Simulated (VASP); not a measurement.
# MoO₂F₂: screened Coulomb integrals of an active space by constrained RPA

MoO₂F₂, molecule in box, 5 atoms in the cell.

| Functional | Screened U within a state, mean (eV) | Screened U' between states, mean (eV) | Screened J (eV) | Bare U within a state, mean (eV) | Bare U' between states, mean (eV) | Time (s) |
|---|---|---|---|---|---|---|
| LDA | 8.42 | 7.21 | 0.27 | 12.62 | 8.85 | 616 |
| PBE | 8.44 | 7.23 | 0.28 | 12.66 | 8.90 | 596 |
| r2SCAN | 8.69 | 7.43 | 0.30 | 12.76 | 8.95 | 790 |
| PBE0 | 8.98 | 7.60 | 0.31 | 12.70 | 8.88 | 677 |
| HSE06 | 8.82 | 7.48 | 0.30 | 12.70 | 8.89 | 689 |

Limits: the cutoff lies under the usual one of these potentials, so the numbers hold a basis-set error; the periodic box is only 7.14 Å wide at its narrowest and no larger one was tried.

## Input of the first row

INCAR.step1:
```
SYSTEM = MoO2F2
ENCUT = 420
PREC = Accurate
ISMEAR = -1
SIGMA = 0.02
LASPH = .True.
EDIFF = 1E-7
GGA = CA
ALGO = Normal
NELM = 150
LWAVE = .True.
LCHARG = .False.
```

INCAR.step2, as INCAR.step1 but for:
```
- ALGO = Normal
- NELM = 150
+ ALGO = Exact
+ NELM = 1
+ NBANDS = 140
+ LOPTICS = .True.
```

INCAR.step3:
```
SYSTEM = MoO2F2
ENCUT = 420
PREC = Accurate
ISMEAR = -1
SIGMA = 0.02
LASPH = .True.
GGA = CA
ALGO = CRPA
NBANDS = 140
ENCUTGW = 90
PRECFOCK = Fast
LOCALIZED_BASIS = BLOCH
LWAVE = .False.
LCHARG = .False.
NCRPA_BANDS = 20 21
NTARGET_STATES = 20 21
```

KPOINTS:
```
k-points
0
Gamma
  1 1 1
```

POSCAR:
```
MoO2F2
1.0
    7.5100000000      0.0000000000      0.0000000000
    0.0000000000      7.1400000000      0.0000000000
    0.0000000000      0.0000000000      7.5200000000
O Mo F
2 1 2
Direct
    0.5732556600      0.3503151300      0.6675797800
    0.3330159800      0.6192226900      0.6134574400
    0.4907390100      0.4937044900      0.5140957500
    0.3927896100      0.3563375300      0.3324202200
    0.6669840200      0.6496848700      0.4324202000
```

Commands (each step's output is kept before the next begins):
```
cat potpaw_LDA.64/O_GW/POTCAR potpaw_LDA.64/Mo_sv_GW/POTCAR potpaw_LDA.64/F_GW/POTCAR > POTCAR
cp INCAR.step1 INCAR
mpirun -np 4 vasp_std > vasp.out
cp INCAR.step2 INCAR
mpirun -np 4 vasp_std > vasp.out
cp INCAR.step3 INCAR
mpirun -np 4 vasp_std > vasp.out
```

Changes of the last row against the first:
```
(all steps)
- GGA = CA
+ GGA = PE
+ LHFCALC = True
+ HFSCREEN = 0.2
- cat potpaw_LDA.64/O_GW/POTCAR potpaw_LDA.64/Mo_sv_GW/POTCAR potpaw_LDA.64/F_GW/POTCAR > POTCAR
+ cat potpaw_PBE.64/O_GW/POTCAR potpaw_PBE.64/Mo_sv_GW/POTCAR potpaw_PBE.64/F_GW/POTCAR > POTCAR
```

VASP 6.6.1 took 616 s on 4 cores (Intel Xeon Platinum 8488C (Sapphire Rapids)), a shared host.
